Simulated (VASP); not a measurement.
Method: PBE GGA, VASP's PBE PAW potentials (set 64) (plane waves; VASP 6.6.1).

The input files of a VASP run:

POSCAR:
```
Al36N36
1.0
  4.6922846092  -8.1272753292   0.0000000000
  4.6922846092   8.1272753292   0.0000000000
  0.0000000000   0.0000000000  10.0251309863
Al N
36 36
Cartesian
  1.5640933056  -0.9030296891   2.5062827466
  1.5640933056   0.9030296891   0.0000000000
  1.5640933056  -0.9030296891   7.5188482397
  1.5640933056   0.9030296891   5.0125654932
  3.1281866113   1.8060593782   2.5062827466
  3.1281913036   3.6121268837   0.0000000000
  3.1281866113   1.8060593782   7.5188482397
  3.1281913036   3.6121268837   5.0125654932
  4.6922846092   4.5151565728   2.5062827466
  4.6922846092   6.3212159510   0.0000000000
  4.6922846092   4.5151565728   7.5188482397
  4.6922846092   6.3212159510   5.0125654932
  3.1281913036  -3.6121268837   2.5062827466
  3.1281866113  -1.8060593782   0.0000000000
  3.1281913036  -3.6121268837   7.5188482397
  3.1281866113  -1.8060593782   5.0125654932
  4.6922846092  -0.9030378164   2.5062827466
  4.6922846092   0.9030378164   0.0000000000
  4.6922846092  -0.9030378164   7.5188482397
  4.6922846092   0.9030378164   5.0125654932
  6.2563826071   1.8060593782   2.5062827466
  6.2563779148   3.6121268837   0.0000000000
  6.2563826071   1.8060593782   7.5188482397
  6.2563779148   3.6121268837   5.0125654932
  4.6922846092  -6.3212159510   2.5062827466
  4.6922846092  -4.5151565728   0.0000000000
  4.6922846092  -6.3212159510   7.5188482397
  4.6922846092  -4.5151565728   5.0125654932
  6.2563779148  -3.6121268837   2.5062827466
  6.2563826071  -1.8060593782   0.0000000000
  6.2563779148  -3.6121268837   7.5188482397
  6.2563826071  -1.8060593782   5.0125654932
  7.8204759128  -0.9030296891   2.5062827466
  7.8204759128   0.9030296891   0.0000000000
  7.8204759128  -0.9030296891   7.5188482397
  7.8204759128   0.9030296891   5.0125654932
  1.5640933056  -0.9030296891   4.4210827650
  1.5640933056   0.9030296891   1.9148000184
  1.5640933056  -0.9030296891   9.4336482581
  1.5640933056   0.9030296891   6.9273655115
  3.1281866113   1.8060593782   4.4210827650
  3.1281913036   3.6121268837   1.9148000184
  3.1281866113   1.8060593782   9.4336482581
  3.1281913036   3.6121268837   6.9273655115
  4.6922846092   4.5151565728   4.4210827650
  4.6922846092   6.3212159510   1.9148000184
  4.6922846092   4.5151565728   9.4336482581
  4.6922846092   6.3212159510   6.9273655115
  3.1281913036  -3.6121268837   4.4210827650
  3.1281866113  -1.8060593782   1.9148000184
  3.1281913036  -3.6121268837   9.4336482581
  3.1281866113  -1.8060593782   6.9273655115
  4.6922846092  -0.9030378164   4.4210827650
  4.6922846092   0.9030378164   1.9148000184
  4.6922846092  -0.9030378164   9.4336482581
  4.6922846092   0.9030378164   6.9273655115
  6.2563826071   1.8060593782   4.4210827650
  6.2563779148   3.6121268837   1.9148000184
  6.2563826071   1.8060593782   9.4336482581
  6.2563779148   3.6121268837   6.9273655115
  4.6922846092  -6.3212159510   4.4210827650
  4.6922846092  -4.5151565728   1.9148000184
  4.6922846092  -6.3212159510   9.4336482581
  4.6922846092  -4.5151565728   6.9273655115
  6.2563779148  -3.6121268837   4.4210827650
  6.2563826071  -1.8060593782   1.9148000184
  6.2563779148  -3.6121268837   9.4336482581
  6.2563826071  -1.8060593782   6.9273655115
  7.8204759128  -0.9030296891   4.4210827650
  7.8204759128   0.9030296891   1.9148000184
  7.8204759128  -0.9030296891   9.4336482581
  7.8204759128   0.9030296891   6.9273655115
```

INCAR:
```
ALGO = Fast
EDIFF = 1E-5
EDIFFG = -0.03
ENCUT = 400
GGA = PE
IBRION = 2
ISIF = 2
ISMEAR = 0
LASPH = .True.
LCHARG = .False.
LREAL = Auto
LWAVE = .True.
NELM = 100
NELMIN = 4
NSW = 20
PREC = Normal
SIGMA = 0.05
SYSTEM = Al36N36
```

### KPOINTS
```
Automatic mesh
0
Gamma
1 1 1
0 0 0
```

POTCAR, in this order: Al N (PBE.64 set). Program: vasp_gam.

The supercell is sampled at Γ alone, which is coarse: total energies, pressure and levels can be off, energies of defects by several tenths of an eV.

Q: What does the run give for the energy per atom (σ→0)?

A: 
```yaml
energy per atom (σ→0): -7.401 eV/atom
```

OSZICAR:
```
...
   1 F= -.53284471E+03 E0= -.53284471E+03  d E =-.532845E+03
       N       E                     dE             d eps       ncg     rms          rms(c)
DAV:   1    -0.532847009458E+03   -0.23003E-02   -0.78950E-01   415   0.225E+00    0.139E-01
RMM:   2    -0.532848090361E+03   -0.10809E-02   -0.14314E-02   362   0.271E-01    0.855E-02
RMM:   3    -0.532848014941E+03    0.75420E-04   -0.14788E-03   366   0.897E-02    0.532E-02
RMM:   4    -0.532847929380E+03    0.85561E-04   -0.44026E-04   362   0.489E-02    0.128E-02
RMM:   5    -0.532847934354E+03   -0.49737E-05   -0.54075E-05   254   0.163E-02
   2 F= -.53284793E+03 E0= -.53284793E+03  d E =-.322311E-02
```

The cell is a supercell, built from AlN (wurtzite).
